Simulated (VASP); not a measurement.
Data:

```xyz
4
Lattice="0.0000 2.9139 2.9139 2.9139 0.0000 2.9139 2.9139 2.9139 0.0000" Properties=species:S:1:pos:R:3 pbc="T T T"
As     0.0000     0.0000     0.0000
Co     2.9139     2.9139     2.9139
Co     1.4569     1.4569     1.4569
Co     4.3708     4.3708     4.3708
```
Starting moments (μB, in the order of the record's atoms As Co Co Co): 0.0 3.0 3.0 3.0.

Computed with PBE GGA, VASP's PBE PAW potentials (set 64) (plane waves; VASP). Numerical set-up: 400 eV cut-off, 2×2×2 Γ-centred mesh, Gaussian smearing of 0.050 eV, potentials As Co.

Gaps are read on the run's mesh, which can miss a band edge.

Task: Estimate the cell moment, energy per atom (σ→0), pressure, band gap (on the k-mesh) with the smallest direct gap where there is one.

Result: 
```yaml
band gap (on the k-mesh): none (metal, semimetal or under 0.01 eV)
cell_moment: 3.50 μB
energy per atom (σ→0): -6.373 eV/atom
pressure: -11.28 GPa
```

Task: Give the moment on each site (PAW-sphere projection).

Result: 
```csv
site,moment (μB)
As1,-0.05
Co2,1.67
Co3,1.00
Co4,1.00
```

Total energies compare only between runs with the same potentials, cut-off and functional.

The structure was generated: Co3As was put into the D03 type (Fm-3m), which need not be its known phase. The cell was not relaxed at this level. The k-mesh is coarse (spacing up to 0.93 per Å, 2π included), so the numbers may not be converged in it. The run is one of a series of settings (KPOINTS 2×2×2 Γ-centred mesh against the base run), some of them coarse on purpose.
